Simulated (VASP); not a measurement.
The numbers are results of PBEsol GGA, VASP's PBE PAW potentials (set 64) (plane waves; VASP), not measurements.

Input for VASP

INCAR:
```
ALGO = Normal
EDIFF = 1E-6
EDIFFG = -0.01
ENCUT = 400
GGA = PS
IBRION = 2
ISIF = 3
ISMEAR = 1
LASPH = T
LCHARG = F
LREAL = F
LWAVE = F
NELM = 100
NSW = 60
PREC = Accurate
SIGMA = 0.1
SYSTEM = P
```

### KPOINTS
```
Automatic mesh
0
Gamma
15 15 15
0 0 0
```

POSCAR:
```
P
1
   -0.0000000000     1.9147846522     1.9147846522
    1.9147846522    -0.0000000000     1.9147846522
    1.9147846522     1.9147846522     0.0000000000
P
1
Direct
  0.0000000000   0.0000000000   0.0000000000
```

POTCAR, in this order: P (PBE.64 set). Program: vasp_std.

The resulting files:

### OUTCAR
```
 ion  position               nearest neighbor table
   1  0.000  0.000  0.000-
  LATTYP: Found a face centered cubic cell.
 ALAT       =     3.8295693044
 Subroutine PRICEL returns:
 Original cell was already a primitive cell.
 Subroutine GETGRP returns: Found 48 space group operations
The static configuration has the point symmetry O_h .
The dynamic configuration has the point symmetry O_h .
 Subroutine INISYM returns: Found 48 space group operations
 Subroutine IBZKPT returns following result:
 Found    120 irreducible k-points:

 Following reciprocal coordinates:
            Coordinates               Weight
  0.000000  0.000000  0.000000      1.000000
  0.066667  0.000000  0.000000      8.000000
  0.133333  0.000000  0.000000      8.000000
  0.200000  0.000000  0.000000      8.000000
  0.266667  0.000000  0.000000      8.000000
  0.333333  0.000000  0.000000      8.000000
  0.400000  0.000000  0.000000      8.000000
  0.466667  0.000000  0.000000      8.000000
  0.066667  0.066667  0.000000      6.000000
  0.133333  0.066667  0.000000     24.000000
...
```

**OSZICAR**
```
       N       E                     dE             d eps       ncg     rms          rms(c)
DAV:   1     0.960908416070E+00    0.96091E+00   -0.17585E+03  1482   0.481E+02
DAV:   2    -0.499023426915E+01   -0.59511E+01   -0.57430E+01  2082   0.601E+01
DAV:   3    -0.506115758789E+01   -0.70923E-01   -0.70891E-01  1764   0.722E+00
DAV:   4    -0.506125934301E+01   -0.10176E-03   -0.10175E-03  2178   0.296E-01
DAV:   5    -0.506125947197E+01   -0.12896E-06   -0.12891E-06  1734   0.683E-03    0.423E+00
DAV:   6    -0.505220701309E+01    0.90525E-02   -0.59188E-03  1662   0.512E-01    0.245E+00
DAV:   7    -0.504851083324E+01    0.36962E-02   -0.95651E-03  1530   0.654E-01    0.132E-01
DAV:   8    -0.504849252231E+01    0.18311E-04   -0.92202E-05  2070   0.801E-02    0.234E-02
DAV:   9    -0.504849216847E+01    0.35384E-06   -0.47415E-07  1602   0.760E-03
   1 F= -.50484922E+01 E0= -.50485381E+01  d E =-.504849E+01
       N       E                     dE             d eps       ncg     rms          rms(c)
DAV:   1    -0.504876719799E+01   -0.27468E-03   -0.65833E-03  1494   0.536E-01    0.887E-02
DAV:   2    -0.504863445293E+01    0.13275E-03   -0.10586E-04  1728   0.955E-02    0.459E-02
DAV:   3    -0.504857671483E+01    0.57738E-04   -0.12027E-04  1506   0.718E-02    0.114E-02
DAV:   4    -0.504857698499E+01   -0.27015E-06   -0.30415E-07  1398   0.622E-03
   2 F= -.50485770E+01 E0= -.50486874E+01  d E =-.848165E-04
```

File OUTCAR:
```
------------------------ aborting loop because EDIFF is reached ----------------------------------------
  FORCE on cell =-STRESS in cart. coord.  units (eV):
  Direction    XX          YY          ZZ          XY          YZ          ZX
  --------------------------------------------------------------------------------------
  Total        0.0064788      0.0064788      0.0064788     -0.0000000     -0.0000000      0.0000000
  in kB        0.7433682      0.7433682      0.7433682     -0.0000000     -0.0000000      0.0000000
  external PRESSURE =       0.7433682 kB  Pullay stress =       0.0000000 kB
  volume of cell :       13.96
      direct lattice vectors                 reciprocal lattice vectors
     0.000000000  1.911277273  1.911277273    -0.261605162  0.261605162  0.261605162
     1.911277273 -0.000000000  1.911277273     0.261605162 -0.261605162  0.261605162
     1.911277273  1.911277273  0.000000000     0.261605162  0.261605162 -0.261605162
 POSITION                                       TOTAL-FORCE (eV/Angst)
 -----------------------------------------------------------------------------------
      0.00000      0.00000      0.00000        -0.000000      0.000000     -0.000000
 -----------------------------------------------------------------------------------
    total drift:                               -0.000000      0.000000      0.000000
  FREE ENERGIE OF THE ION-ELECTRON SYSTEM (eV)
  ---------------------------------------------------
  free  energy   TOTEN  =        -5.0485769850 eV

  energy  without entropy=       -5.0489082630  energy(sigma->0) =       -5.04868741

 reached required accuracy - stopping structural energy minimisation
```
(Selected blocks of OUTCAR.)

File CONTCAR:
```
P
   1.00000000000000
     0.0000000000000000    1.9112772731831638    1.9112772731831638
     1.9112772731831638   -0.0000000000000000    1.9112772731831638
     1.9112772731831638    1.9112772731831638    0.0000000000000000
  P
     1
Direct
     0.0000000000000000    0.0000000000000000    0.0000000000000000
```

The structure was generated: P was put into the fcc type (Fm-3m), which need not be its known phase. This run relaxes it. Symmetry was kept, so distortions that lower it aren't found. The start is the result of an earlier pass.
